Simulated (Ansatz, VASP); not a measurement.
## Ge2Sb2Te5: VASP beside Ansatz

Aim: how closely do two programs agree when they are given the same cell, functional and k mesh? The cell is taken from a series of runs on this material, whose earlier steps may have relaxed, scaled, displaced or heated it; both programs get it as it stands.

Method: plane waves, with VASP 6.6.1 beside it; single point at PBE, in Ansatz 0.2.0.

## 1. The structure

Symmetry: P-3m1, No. 164, trigonal system. The conventional cell has a = 4.294 Å, b = 4.294 Å, c = 17.101 Å, α = 90.00°, β = 90.00°, γ = 120.00°. Ge has 6 Te at 2.98 to 3.01 Å nearest. Sb has 6 Te at 3.01 to 3.20 Å nearest. Nearest to Te lie 6 Ge at 3.01 Å. Te has 3 Ge at 2.98 Å and 3 Sb at 3.20 Å nearest. Te has 3 Sb at 3.01 Å nearest. Farther neighbours and most contacts between anions are not listed.

Coordinates:

```xyz
9
Lattice="4.2941 0.0000 0.0000 -2.1470 3.7188 0.0000 0.0000 0.0000 17.1013" Properties=species:S:1:pos:R:3 pbc="T T T"
Ge    0.0000    2.4792   15.3881
Ge    2.1470    1.2396    1.7133
Sb    4.2941    0.0000   11.7089
Sb    4.2941    0.0000    5.3924
Te    4.2941    0.0000    0.0000
Te    2.1470    1.2396   13.7260
Te    0.0000    2.4792    3.3754
Te    0.0000    2.4792   10.0055
Te    2.1470    1.2396    7.0958
```

## 2. VASP: single point, PBE, pair 1

A single point gives forces, pressure and levels at one fixed geometry, so differences don't come from the geometry; what else differs is listed under the comparison.

Lines of VASP's logs that name or quote its potential files are left out, and so is its time.

INCAR

```
SYSTEM = Ge2Sb2Te5
PREC = Accurate
ENCUT = 500
EDIFF = 1E-06
NELM = 120
ISMEAR = -1
SIGMA = 0.02
LREAL = .FALSE.
ALGO = Normal
GGA = PE
NBANDS = 43
LORBIT = 11
LWAVE = .FALSE.
LCHARG = .FALSE.
ISIF = 2
LASPH = .TRUE.
GGA_COMPAT = .FALSE.
EFERMI = MIDGAP
KPAR = 2
```

POSCAR

```
Ge2Sb2Te5
1.0
    4.2940644248      0.0000000000      0.0000000000
   -2.1470322124      3.7187688774      0.0000000000
    0.0000000000      0.0000000000     17.1013460000
Ge Sb Te
2 2 5
Direct
    0.3333333333      0.6666666667      0.8998167825
    0.6666666666      0.3333333334      0.1001832175
    1.0000000000      0.0000000000      0.6846797893
    1.0000000000      0.0000000000      0.3153202107
    1.0000000000      0.0000000000      0.0000000000
    0.6666666666      0.3333333334      0.8026262036
    0.3333333333      0.6666666667      0.1973737964
    0.3333333333      0.6666666667      0.5850722908
    0.6666666666      0.3333333334      0.4149277092
```

KPOINTS

```
Automatic mesh
0
Gamma
6 6 2
0 0 0
```

PAW data sets: Ge_d, Sb and Te (PBE family, release 64).

Run with:

```sh
mpirun -np 2 vasp_std
```

Numbers of over 12 decimals in the logs are rounded to 6 here.

The log of the run:

```text
[banner, memory and clock lines left out]
running    2 mpi-ranks, on    1 nodes
 distrk:  each k-point on    1 cores,    2 groups
 distr:  one band on    1 cores,    1 groups

 POSCAR found type information on POSCAR GeSbTe
 POSCAR found :  3 types and       9 ions
 LDA part: xc-table for (Slater+PW92), standard interpolation
 POSCAR, INCAR and KPOINTS ok, starting setup
 FFT: planning ... GRIDC
 FFT: planning ... GRID_SOFT
 FFT: planning ... GRID
 WAVECAR not read
 entering main loop
       N       E                     dE             d eps       ncg     rms          rms(c)
DAV:   1     0.582761339196E+03    0.58276E+03   -0.26922E+04  1505   0.207E+03
DAV:   2     0.635267386660E+02   -0.51923E+03   -0.49886E+03  1268   0.575E+02
DAV:   3    -0.277307422432E+02   -0.91257E+02   -0.88066E+02  1446   0.153E+02
DAV:   4    -0.339640511915E+02   -0.62333E+01   -0.61503E+01  1453   0.466E+01
DAV:   5    -0.341979902485E+02   -0.23394E+00   -0.23335E+00  1688   0.905E+00    0.107E+01
DAV:   6    -0.339842561322E+02    0.21373E+00   -0.79901E-01  1678   0.416E+00    0.685E+00
DAV:   7    -0.341540709697E+02   -0.16981E+00   -0.13011E+00  1496   0.500E+00    0.294E+00
DAV:   8    -0.339928897413E+02    0.16118E+00   -0.85520E-01  1468   0.387E+00    0.729E-01
DAV:   9    -0.339894727466E+02    0.34170E-02   -0.84967E-02  1409   0.124E+00    0.623E-01
DAV:  10    -0.339904055938E+02   -0.93285E-03   -0.96206E-03  1585   0.353E-01    0.552E-01
DAV:  11    -0.339900973662E+02    0.30823E-03   -0.36323E-04  1517   0.107E-01    0.535E-01
DAV:  12    -0.339909683614E+02   -0.87100E-03   -0.39614E-03  1501   0.233E-01    0.654E-01
DAV:  13    -0.339911906476E+02   -0.22229E-03   -0.13355E-03  1434   0.131E-01    0.760E-01
DAV:  14    -0.339911995851E+02   -0.89375E-05   -0.14469E-04  1356   0.433E-02    0.746E-01
[...]
DAV:  24    -0.339898733511E+02    0.29375E-03   -0.29386E-04  1525   0.595E-02    0.238E-01
DAV:  25    -0.339897834401E+02    0.89911E-04   -0.12627E-04  1634   0.373E-02    0.135E-01
DAV:  26    -0.339897749138E+02    0.85262E-05   -0.10137E-05  1238   0.116E-02    0.120E-01
DAV:  27    -0.339897699403E+02    0.49735E-05   -0.96463E-07   742   0.409E-03    0.113E-01
DAV:  28    -0.339897685807E+02    0.13596E-05   -0.48997E-07   653   0.308E-03    0.113E-01
DAV:  29    -0.339897432481E+02    0.25333E-04   -0.31552E-05  1308   0.212E-02    0.539E-02
DAV:  30    -0.339897396355E+02    0.36126E-05   -0.21175E-05  1460   0.152E-02    0.211E-02
DAV:  31    -0.339897399126E+02   -0.27707E-06   -0.23036E-06   867   0.582E-03
   1 F= -.33989740E+02 E0= -.33989739E+02  d E =-.279425E-05
```

Parts of OUTCAR (step 2):

```text
ion  position               nearest neighbor table
   1  0.333  0.667  0.900-   6 2.98   6 2.98   6 2.98   5 3.01   5 3.01   5 3.01
   2  0.667  0.333  0.100-   7 2.98   7 2.98   7 2.98   5 3.01   5 3.01   5 3.01
   3  0.000  0.000  0.685-   8 3.01   8 3.01   8 3.01   6 3.20   6 3.20   6 3.20
   4  0.000  0.000  0.315-   9 3.01   9 3.01   9 3.01   7 3.20   7 3.20   7 3.20
   5  0.000  0.000  0.000-   1 3.01   2 3.01   2 3.01   1 3.01   1 3.01   2 3.01
   6  0.667  0.333  0.803-   1 2.98   1 2.98   1 2.98   3 3.20   3 3.20   3 3.20
   7  0.333  0.667  0.197-   2 2.98   2 2.98   2 2.98   4 3.20   4 3.20   4 3.20
   8  0.333  0.667  0.585-   3 3.01   3 3.01   3 3.01
   9  0.667  0.333  0.415-   4 3.01   4 3.01   4 3.01

  LATTYP: Found a hexagonal cell.
 ALAT       =     4.2940644248
 C/A-ratio  =     3.9825545936

 Subroutine GETGRP returns: Found 12 space group operations
 (whereof 12 operations were pure point group operations)

The static configuration has the point symmetry D_3d.

 Found     14 irreducible k-points:

   k-points           NKPTS =     14   k-points in BZ     NKDIM =     14   number of bands    NBANDS=     43

   dimension x,y,z NGX =    32 NGY =   32 NGZ =  126
   dimension x,y,z NGXF=    64 NGYF=   64 NGZF=  252

   ENCUT  =  500.0 eV  36.75 Ry    6.06 a.u.   7.83  7.83 31.18*2*pi/ulx,y,z

   NELECT =      68.0000    total number of electrons

 k-points in reciprocal lattice and weights: Automatic mesh
   0.00000000  0.00000000  0.00000000       0.014
   0.16666667  0.00000000  0.00000000       0.083
   0.33333333  0.00000000  0.00000000       0.083
   0.50000000  0.00000000  0.00000000       0.042
   0.16666667  0.16666667  0.00000000       0.083
   0.33333333  0.16666667  0.00000000       0.167
   0.33333333  0.33333333  0.00000000       0.028
   0.00000000  0.00000000  0.50000000       0.014
   0.16666667  0.00000000  0.50000000       0.083
[...]
0.33333333  0.16666667  0.50000000       0.167
   0.33333333  0.33333333  0.50000000       0.028

 average (electrostatic) potential at core
       1 -73.4449       2 -73.4449       3 -87.4096       4 -87.4096       5 -88.3212
       6 -88.3851       7 -88.3851       8 -88.5703       9 -88.5703

 E-fermi :   6.3030

 k-point     1 :       0.0000    0.0000    0.0000
  band No.  band energies     occupation
    ...
     30       4.8890      2.00000
     31       4.8890      2.00000
     32       5.0844      2.00000
     33       5.4048      2.00000
     34       6.1373      1.99949
     35       6.4895      0.00018
     36       6.4895      0.00018
     37       6.4937      0.00014
     38       7.1102      0.00000
     39       7.1102      0.00000
    ...

 k-point     2 :       0.1667    0.0000    0.0000
  band No.  band energies     occupation
    ...
     30       4.6765      2.00000
     31       4.9558      2.00000
     32       5.1093      2.00000
     33       5.5523      2.00000
     34       5.9612      2.00000
     35       6.7647      0.00000
     36       6.8306      0.00000
     37       7.3809      0.00000
     38       7.4072      0.00000
     39       7.5398      0.00000
    ...

 k-point     3 :       0.3333    0.0000    0.0000
  band No.  band energies     occupation
    ...
     30       4.2710      2.00000
     31       4.3860      2.00000
     32       4.8582      2.00000
     33       5.0377      2.00000
     34       5.4757      2.00000
     35       7.0995      0.00000
     36       7.1155      0.00000
     37       7.5412      0.00000
     38       7.7546      0.00000
     39       7.8745      0.00000
    ...

  Total        0.7613667      0.7613667      1.6468399     -0.0000000      0.0000000      0.0000000
  in kB        4.4669018      4.4669018      9.6619311     -0.0000000      0.0000000      0.0000000
  external PRESSURE =       6.1985782 kB  Pullay stress =       0.0000000 kB

  energy-cutoff  :      500.00
  volume of cell :      273.09
      direct lattice vectors                 reciprocal lattice vectors
     4.294064425  0.000000000  0.000000000     0.232879599  0.134453099  0.000000000
    -2.147032212  3.718768877  0.000000000     0.000000000  0.268906198  0.000000000
     0.000000000  0.000000000 17.101346000     0.000000000  0.000000000  0.058474929

 POSITION                                       TOTAL-FORCE (eV/Angst)
 -----------------------------------------------------------------------------------
     -0.00000      2.47918     15.38808         0.000000     -0.000000     -0.005694
      2.14703      1.23959      1.71327        -0.000000     -0.000000      0.005694
      0.00000      0.00000     11.70895         0.000000     -0.000000      0.019927
      0.00000      0.00000      5.39240         0.000000     -0.000000     -0.019927
      0.00000      0.00000      0.00000         0.000000     -0.000000      0.000000
      2.14703      1.23959     13.72599         0.000000     -0.000000     -0.005599
     -0.00000      2.47918      3.37536         0.000000      0.000000      0.005599
     -0.00000      2.47918     10.00552         0.000000      0.000000     -0.014340
      2.14703      1.23959      7.09582         0.000000     -0.000000      0.014340
 -----------------------------------------------------------------------------------
    total drift:                                0.000001     -0.000000     -0.000000

  FREE ENERGIE OF THE ION-ELECTRON SYSTEM (eV)
  ---------------------------------------------------
  free  energy   TOTEN  =       -33.9897399126 eV

  energy  without entropy=      -33.9897371183  energy(sigma->0) =      -33.98973852

 total charge
# of ion       s       p       d       tot
------------------------------------------
    1        1.331   0.752  10.012  12.095
    2        1.331   0.752  10.012  12.095
    3        1.294   0.961   0.049   2.304
    4        1.294   0.961   0.049   2.304
    5        1.383   1.939   0.033   3.354
    6        1.387   1.938   0.032   3.358
    7        1.387   1.938   0.032   3.358
    8        1.407   1.897   0.027   3.331
    9        1.407   1.897   0.027   3.331
--------------------------------------------------
tot         12.222  13.034  20.272  45.529

[... 3 further parts left out ...]
```

The run ends at a pressure of 0.62 GPa, with forces up to 0.020 eV/Å.

## 3. Ansatz: single point, PBE, pair 1

Ansatz runs on its PAW soft_1 files.

The same cell, functional, mesh and smearing now go to Ansatz, which takes its cutoff from its data sets.

input.yaml

```yaml
crystal:
  lattice:
    - [4.2940644248, 0.0, 0.0]
    - [-2.1470322124, 3.7187688774, 0.0]
    - [0.0, 0.0, 17.101346]
  atoms:
    - { symbol: Ge, position: [0.3333333333, 0.6666666667, 0.8998167825] }
    - { symbol: Ge, position: [0.6666666667, 0.3333333333, 0.1001832175] }
    - { symbol: Sb, position: [0.0, 0.0, 0.6846797893] }
    - { symbol: Sb, position: [0.0, 0.0, 0.3153202107] }
    - { symbol: Te, position: [0.0, 0.0, 0.0] }
    - { symbol: Te, position: [0.6666666667, 0.3333333333, 0.8026262036] }
    - { symbol: Te, position: [0.3333333333, 0.6666666667, 0.1973737964] }
    - { symbol: Te, position: [0.3333333333, 0.6666666667, 0.5850722908] }
    - { symbol: Te, position: [0.6666666667, 0.3333333333, 0.4149277092] }
kpoints:
  mp_grid: { grid: [6, 6, 2] }
  band_path:
    path:
      - [0.0, 0.0, 0.0]
      - [0.5, 0.0, 0.0]
      - [0.33333333, 0.33333333, 0.0]
      - [0.0, 0.0, 0.5]
      - [0.5, 0.0, 0.5]
      - [0.33333333, 0.33333333, 0.5]
      - [0.066666666, 0.066666666, 0.0]
    npoints: 1
hamiltonian:
  xc: pbe
  pseudopotentials: { kind: paw, azcp: { folder: soft_1 } }
scf:
  occupations: { method: fermi_dirac, width: 0.02 }
  n_extra_bands: 7
output:
  eigenvalues: true
  forces: true
  stress: true
```

Run with:

```sh
ansatz run input.yaml --threads 2 --pin off --max-ram 92160MiB --backend cuda --events-out ev --progress --plain --runs-dir out --devices 1 --max-vram 13GiB
```

The log of the run:

```text
scf.n_extra_bands = 7 over 69 filled bands (N_el = 138.0): the run solves 76 bands
GPUs: using 1 of 1 available (devices: 1).
Engine: ansatz 0.2.0, x86_64-unknown-linux-gnu
Pseudopotentials: kind: paw
Pseudopotential: Ge, paw, valence charge 14, recommended cutoff 420 eV (normal), soft_1/Ge.paw.azcp
Pseudopotential: Sb, paw, valence charge 15, recommended cutoff 420 eV (normal), soft_1/Sb.paw.azcp
Pseudopotential: Te, paw, valence charge 16, recommended cutoff 420 eV (normal), soft_1/Te.paw.azcp
Functional definition: PBE
  parameter kappa = 0.804
  parameter beta = 0.066725
  exchange = pbe_x(kappa = kappa, mu = beta*pi^2/3)
  correlation = pbe_c(beta = beta)
device memory: the entry about to start is reckoned to put 4.2 GiB on a device that reports 42.1 GiB free (of which the cap on the GPU budget leaves the run 13.0 GiB)
GPU FFT provider: cuFFT
GPU libraries: cuBLAS 13.8.2, cuFFT 12.4.0, cuSOLVER 12.3.4
Crystal: 9 atoms, lattice volume = 273.085 Å³
Basis set: ecut = 420 eV, 5295 PW (Γ), exchange–correlation on 60×60×240 points (8 copies of the dense FFT grid, shifted against one another)
Bands: 76, of which v1, the nominal top of the filled ones, is band 69 counted from 1 (68 counted from 0)
Symmetry: 12 space group operations
Space group: P-3m1 (ITA 164), of the structure as read, at distance tolerance 6.5e-5 Å
k-points: 14 of 72
Non-local potential: Ge, projectors of the file, l = 0: 2, l = 1: 2, l = 2: 3, l = 3: 1
Non-local potential: Sb, projectors of the file, l = 0: 2, l = 1: 2, l = 2: 2, l = 3: 1
Non-local potential: Te, projectors of the file, l = 0: 2, l = 1: 2, l = 2: 2, l = 3: 1
PAW form: soft (Blöchl's): semilocal exchange-correlation on the pseudo side does not see the compensation charge
PAW one-centre angular grid: Ge, 590 points (default); XC on 64 Gauss nodes
PAW one-centre angular grid: Sb, 590 points (default); XC on 64 Gauss nodes
PAW one-centre angular grid: Te, 590 points (default); XC on 64 Gauss nodes
Initial density: superposition of atomic densities (chi_scale 0.1, normalization cell, long waves kept (reshape's long-wave potential 0.31 eV rms))
Initial wavefunctions: pseudopotential atomic-orbital guess
GPU buffer pool allocated for 108000 grid points (all kernels)
GPU transforms: local potential and band sums: pruned to the plane-wave sphere, on 30×30×120
Functional: x = pbe(κ = 0.804, μ = 0.219515), c = pbe(β = 0.066725)
SCF iter   1: F=—  HF=-56460.905217 eV  |F-HF|=—  |Δ(HF+E_count)|=         —  Δρ=1.54e-2  dr2=1.00e1  ethr=3.10e-3  ⟨swp⟩=6.3  Hψ=4128  notcnv=0
preconditioner: auto → Resta (q_TF=auto, 2.435 Å⁻¹)  ε∞=5.7  [insulator: Δε(μ)=0.129 eV  Ē_g=7.173 eV  σ=0.020 eV  W_gap=0.91  n_scr=66 (ndim 8)  ℏωp=15.6 eV  f_vac=0.009  D(μ)=0.17/eV (n_scr^D=0)  ε∞_Penn≈5.7]
SCF iter   2: F=—  HF=-56460.350592 eV  |F-HF|=—  |Δ(HF+E_count)|=   5.55e-1  Δρ=7.99e-3  dr2=1.97e-1  ethr=3.10e-3  ⟨swp⟩=2.9  Hψ=1377  notcnv=0  defer=16
SCF iter   3: F=—  HF=-56460.352016 eV  |F-HF|=—  |Δ(HF+E_count)|=   1.42e-3  Δρ=4.71e-3  dr2=6.64e-2  ethr=1.42e-4  ⟨swp⟩=2.1  Hψ=1192  notcnv=0  defer=16
SCF iter   4: F=—  HF=-56460.355327 eV  |F-HF|=—  |Δ(HF+E_count)|=   3.31e-3  Δρ=5.33e-4  dr2=9.29e-4  ethr=4.81e-5  ⟨swp⟩=3.0  Hψ=1506  notcnv=0  defer=17
SCF iter   5: F=—  HF=-56460.355548 eV  |F-HF|=—  |Δ(HF+E_count)|=   2.20e-4  Δρ=2.13e-4  dr2=1.84e-4  ethr=6.73e-7  ⟨swp⟩=3.2  Hψ=2052  notcnv=0  defer=16
SCF iter   6: F=—  HF=-56460.355774 eV  |F-HF|=—  |Δ(HF+E_count)|=   2.26e-4  Δρ=9.95e-5  dr2=4.64e-5  ethr=1.33e-7  ⟨swp⟩=2.0  Hψ=1524  notcnv=0  defer=16
SCF iter   7: F=—  HF=-56460.356361 eV  |F-HF|=—  |Δ(HF+E_count)|=   5.87e-4  Δρ=3.53e-5  dr2=5.20e-6  ethr=3.36e-8  ⟨swp⟩=2.0  Hψ=1542  notcnv=0  defer=16
SCF iter   8: F=—  HF=-56460.356367 eV  |F-HF|=—  |Δ(HF+E_count)|=   6.38e-6  Δρ=9.06e-6  dr2=3.86e-7  ethr=3.77e-9  ⟨swp⟩=2.0  Hψ=1527  notcnv=0  defer=16
SCF iter   9: F=-56460.356368 eV  HF=-56460.356368 eV  |F-HF|=6.67e-8  |Δ(HF+E_count)|=   5.00e-7  Δρ=2.99e-6  dr2=3.36e-8  ethr=7.25e-11  ⟨swp⟩=11.3  Hψ=5570  notcnv=0
SCF 1 converged in 9 iterations: F = -56460.356368 eV  dr2 = 3.36e-8
  greatest PAW one-centre occupation: 0.998 electrons in one spin orbital (limit 2), on the Ge atom at site 1 (counted from 0), in its partial waves of l = 2
device memory: the entry about to start is reckoned to put 2.7 GiB on a device that reports 41.7 GiB free (of which the cap on the GPU budget leaves the run 13.0 GiB)
NSCF: frozen V_eff on 7 k-points
SCF converged after 9 iterations
Free energy (F): -56460.356368 eV
Harris-Foulkes:  -56460.356368 eV  (|F-HF|=6.67e-8)
Internal energy: -56460.356365 eV  (E = F + TS)
E sigma→0 (E₀):  -56460.356367 eV
Entropy (-TS):   -0.000003 eV (-0.000 meV/atom)
Fermi energy:    9.308403 eV
--- Per-component energies (eV) ---
  E_band       = -1933.329553
  E_kinetic    = 1362.969074
  E_local      = -16350.229589  (includes V_loc(G=0)·N_el)
  E_nonlocal   = 1528.399452
  E_hartree    = 7793.208713
  E_xc         = -954.002882
  E_vxc        = -821.027145  (∫ρ·V_xc dr)
  E_paw        = -36449.009355  (= ΣΔE_a)
  E_vpaw       = -3239.861960  (= ΣTr[D̂ρ^β])
  E_aug_tail   = 0.000743  (compensation charges beyond the density's cutoff)
  E_ewald      = -13391.692521
  E_smearing   = -0.000003  (= −TS)
  E_closure    = -0.000000  (closes the sum)
  Σ components = -56460.356368   (vs F -56460.356368, Δ=0.00e0)
--- Forces (eV/Å), atoms counted from 1 ---
  atom   1  Ge    -0.00000000     0.00000000    -0.00384950
  atom   2  Ge     0.00000000    -0.00000000     0.00384950
  atom   3  Sb    -0.00000000     0.00000000    -0.00137378
  atom   4  Sb     0.00000000    -0.00000000     0.00137378
  atom   5  Te    -0.00000000     0.00000000     0.00000000
  atom   6  Te    -0.00000000    -0.00000000     0.00420824
  atom   7  Te     0.00000000     0.00000000    -0.00420824
  atom   8  Te     0.00000000    -0.00000000     0.00028099
  atom   9  Te     0.00000000     0.00000000    -0.00028099
  max |Σ_I F_I| component: 1.73e-18 eV/Å
--- Stress (GPa, compression-positive) ---
        0.479622      -0.000000       0.000000
        0.000000       0.479622      -0.000000
       -0.000000      -0.000000       0.989177
  P = ⅓ Tr σ = 0.6495 GPa (6.495 kbar)
--- Band table (eV; the first three rows and the last of 14) ---
  k-point 0: bands = [... 65 lower, 7.8958, 8.1021, 8.4090, 9.1407, 9.4965, 9.4965, 9.5025, 10.1181, ... 3 higher]
  k-point 1: bands = [... 65 lower, 7.8139, 7.8746, 8.5190, 9.0248, 9.6619, 9.6619, 9.7074, 9.8457, ... 3 higher]
  k-point 2: bands = [... 65 lower, 7.9602, 8.1152, 8.5572, 8.9652, 9.7766, 9.8371, 10.3923, 10.4141, ... 3 higher]
  k-point 13: bands = [... 65 lower, 7.4848, 7.9467, 7.9467, 8.0565, 10.7659, 10.7659, 11.0001, 11.0001, ... 3 higher]
```

The column dr2 measures how far the density is from self-consistency, as an energy; F and HF (Harris–Foulkes) agree once it is small.

## 4. Side by side

Known differences besides the potentials themselves: the data sets hold 138 valence electrons in Ansatz (on its PAW soft_1 files) and 68 in VASP; the cutoff is 420 eV in Ansatz and 500 eV in VASP. Total energies have different zeros and are not compared.

Compared:

```
              quantity  Ansatz   VASP  difference
        pressure (GPa)    0.65   0.62       +0.03
gap on the k mesh (eV)   0.356  0.352      +0.004
```

At this near-relaxed geometry the largest component of a force difference is 21 meV/Å. A gap on the mesh is an upper bound, since the band edges may lie between its points. VASP's last cycles still show a density residual of 2e-03, so its state may not be settled.

[end of part 1 of 2]

[Lines on the potential files, build, host, timing and source positions are cut from VASP's logs without a mark.]

[Logs are printed without paths, hosts, clocks, repeated set-up lines and the standing remarks that a program may print on its own settings, such as how far it seeks lower states.]

[Hosts, paths, dates, database ids (printed as entryN), source tags and the programs' standing remarks are cut or masked in the printed files.]
